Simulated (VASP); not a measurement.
Given:

```yaml
crystal:
  lattice:
    - [3.47212, 0.00000, 0.00000]
    - [-1.73606, 3.00694, 0.00000]
    - [0.00000, 0.00000, 5.68192]
  atoms:
    - { symbol: Co, position: [0.33333, 0.66667, 0.99934] }
    - { symbol: Co, position: [0.66667, 0.33333, 0.49934] }
    - { symbol: P, position: [0.33333, 0.66667, 0.37566] }
    - { symbol: P, position: [0.66667, 0.33333, 0.87566] }
```

Calculation: PBEsol GGA, VASP's PBE PAW potentials (set 64) (plane waves; VASP). Settings: 400 eV cut-off, 11×11×6 Γ-centred mesh, tetrahedra with Blöchl corrections, potentials Co P.

For a metal the tetrahedron method with Blöchl corrections gives inexact stress and forces.

### Question
Give the force on each atom (eV/Å).

### Answer

| atom | Fx | Fy | Fz |
|---|---|---|---|
| Co1 | 0.000 | 0.000 | 0.066 |
| Co2 | 0.000 | 0.000 | 0.066 |
| P3 | 0.000 | 0.000 | -0.066 |
| P4 | 0.000 | 0.000 | -0.066 |

### Question
Give the stress tensor in GPa (positive for a compressed cell).

### Answer

```
-0.50   0.00   0.00
 0.00  -0.50   0.00
 0.00   0.00   1.08
```
The pressure is its mean diagonal, 0.03 GPa.

The structure was generated: CoP was put into the wurtzite type (P6_3mc), which need not be its known phase. It was relaxed first, which changed the volume by -24 %. The run is not spin-polarised, so no magnetic state was tried.
